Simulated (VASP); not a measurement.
Here is the system:

```
CELL_PARAMETERS angstrom
      3.98821     0.00000     0.00000
      0.00000     3.98821     0.00000
      0.00000     0.00000     3.98821
ATOMIC_POSITIONS crystal
  Ba 0.00000 0.00000 0.00000
  Ti 0.50000 0.50000 0.50000
  O  0.50000 0.00000 0.50000
  O  0.00000 0.50000 0.50000
  O  0.50000 0.50000 0.00000
```

Computed with AM05 GGA, VASP's PBE PAW potentials (set 64) (plane waves; VASP 6.6.1). Run with 520 eV cut-off, 6×6×6 Γ-centred mesh, tetrahedra with Blöchl corrections, potentials Ba_sv Ti_sv O.

Unless said otherwise, spin-orbit coupling is left out, though it shifts the bands of the heavy elements here.

Q: Predict the energy per atom (σ→0), band gap (on the k-mesh) with the smallest direct gap where there is one.

A: 
```yaml
band gap (on the k-mesh): 1.72 eV
smallest direct gap (on the k-mesh): 1.85 eV
energy per atom (σ→0): -8153 meV/atom
```

Total energies compare only between runs with the same potentials, cut-off and functional.

The compound is BaTiO3 in the cubic perovskite structure, the ideal cubic form; the compound distorts at low or room temperature. It was relaxed first.
